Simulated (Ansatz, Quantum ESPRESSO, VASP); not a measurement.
# Code comparison for NaMgF3 (P1, 5 atoms in the cell)

Self-consistent single point, at a second geometry (atoms moved at random). First geometry:

```xyz
5
Lattice="4.0200 0.0000 0.0000 0.0000 4.0200 0.0000 0.0000 0.0000 4.0200" Properties=species:S:1:pos:R:3 pbc="T T T"
Na     0.0000     0.0000     0.0000
Mg     2.0100     2.0100     2.0100
F      2.0100     2.0100     0.0000
F      0.0000     2.0100     2.0100
F      2.0100     0.0000     2.0100
```

Second geometry:
```
NaMgF3
1.0
    4.01998     0.00000     0.00000
    0.00000     4.01998     0.00000
    0.00000     0.00000     4.01998
Na Mg F
1 1 3
Direct
  0.00018   0.00550   0.00752
  0.49269   0.49364   0.51647
  0.50914   0.49228   0.98387
  0.01437   0.51615   0.49684
  0.48361   0.99243   0.49529
```

Shared settings, as Ansatz (a first-principles code) writes them: kpoints.mp_grid.grid = 8 8 8; scf.occupations.method = fixed. Potentials and cutoffs stand in the table.

| code | model | ΔF from the first geometry (meV/atom) | pressure (GPa) | largest force (eV/Å) | gap on the mesh (eV) | cutoff |
|---|---|---|---|---|---|---|
| Quantum ESPRESSO | PBEsol, GBRV 1.5 ultrasoft (PBESOL) pseudopotentials | 21.8 | -4.52 | 1.139 | 5.572 | 40 Ry |
| VASP | PBEsol, VASP's PBE PAW potentials (set 64) | 22.1 | -12.98 | 1.146 | 5.587 | 400 eV |
| Ansatz | PBEsol, default PAW files made with PBE | 21.8 | -4.78 | 1.137 | 5.582 | 30.9 Ry |

Size of the force on each atom (eV/Å): Sizes of forces hide their directions.

```json
[
 {"code": "Quantum ESPRESSO", "Na1": "0.082", "Mg2": "1.139", "F3": "1.065", "F4": "0.838", "F5": "0.315"},
 {"code": "VASP", "Na1": "0.083", "Mg2": "1.146", "F3": "1.073", "F4": "0.849", "F5": "0.326"},
 {"code": "Ansatz", "Na1": "0.083", "Mg2": "1.137", "F3": "1.063", "F4": "0.837", "F5": "0.315"}
]
```

Gaps are read on the mesh.

The spread over the programs that give each value: ΔF from the first geometry within 0.3 meV/atom; pressure within 8.46 GPa; largest force within 0.009 eV/Å; gap on the mesh within 0.015 eV.

Ansatz's pressure is given at a fixed set of plane waves, as the other plane-wave codes print theirs; with its correction for the finite basis it is -4.22 GPa (the shift of 0.56 GPa shows how far the cutoff is from converged). In the pressure, VASP (by 8.20) lies more than 1 GPa from the median of the plane-wave programs.

VASP's run is marked for a possible Pulay error in its stress at this cutoff; no cutoff test was made.

VASP ran the fixed occupations as a Gaussian smearing of 0.01 eV.

The starting cell comes from a database of computed structures (which also holds hypothetical and non-ambient phases and stackings), without a prior relaxation at this level. Its lattice was rescaled by a random factor within 2.5 % of one. For this run, on top of that: atoms moved at random.

Left out of this page: GPAW and SIESTA (not drawn, or without a comparable value); CP2K (unsound by tests on forces, stress, charge or solver warnings).

Keys are those of Ansatz 0.2.
